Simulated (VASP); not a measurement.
An input for Quantum ESPRESSO's pw.x (written as the equivalent of a VASP run, and not itself run):

```
&CONTROL
  calculation = 'scf'
  pseudo_dir = './pseudo'
  outdir = './out'
  tprnfor = .true.
  tstress = .true.
/
&SYSTEM
  ibrav = 0
  nat = 4
  ntyp = 1
  ecutwfc = 82
  occupations = 'smearing'
  smearing = 'gaussian'
  degauss = 0.00735
  input_dft = 'pbe'
/
&ELECTRONS
  conv_thr = 7.3e-08
  electron_maxstep = 100
/
ATOMIC_SPECIES
  C 12.011 C.upf
CELL_PARAMETERS angstrom
     1.2092130   -2.0944180    0.0000000
     1.2092130    2.0944180    0.0000000
     0.0000000    0.0000000    6.5966010
ATOMIC_POSITIONS crystal
  C    0.0000000  0.0000000  0.2500000
  C    0.0000000  0.0000000  0.7500000
  C    0.3333330  0.6666670  0.2500000
  C    0.6666670  0.3333330  0.7500000
K_POINTS automatic
  15 15 5 0 0 0
```

### Question
Translate this input to VASP (INCAR, KPOINTS, POSCAR, choice of POTCAR).

### Answer
Several could match; the one computed here: 
INCAR:
```
# general
SYSTEM = C
PREC   = Accurate
ENCUT  = 400
LREAL  = .False.
LASPH  = .True.

# electronic loop
EDIFF  = 1E-6
NELM   = 100
ALGO   = Normal

# smearing
ISMEAR = 0
SIGMA  = 0.1

# functional
GGA    = PE

# ions
ISIF   = 2

# output
LWAVE  = .False.
LCHARG = .False.
```

**KPOINTS**
```
Automatic mesh
0
Gamma
15 15 5
0 0 0
```

### POSCAR
```
C
1.0
  1.2092130000  -2.0944180000   0.0000000000
  1.2092130000   2.0944180000   0.0000000000
  0.0000000000   0.0000000000   6.5966010000
C
4
Cart
  0.0000000000   0.0000000000   1.6491502500
  0.0000000000   0.0000000000   4.9474507500
  1.2092130000   0.6981407296   1.6491502500
  1.2092130000  -0.6981407296   4.9474507500
```

POTCAR, in this order: C (PBE.64 set). Program: vasp_std.

The two are equivalent in intent, not identical: the potentials are each code's own (VASP's PAW set, PseudoDojo norm-conserving files in pw.x), so ENCUT and ecutwfc are chosen apart and not converted; conv_thr bounds pw.x's estimated SCF error, while EDIFF bounds the energy change between steps.

The structure is a typed C crystal (P6_3/mmc). The cell was not relaxed at this level.
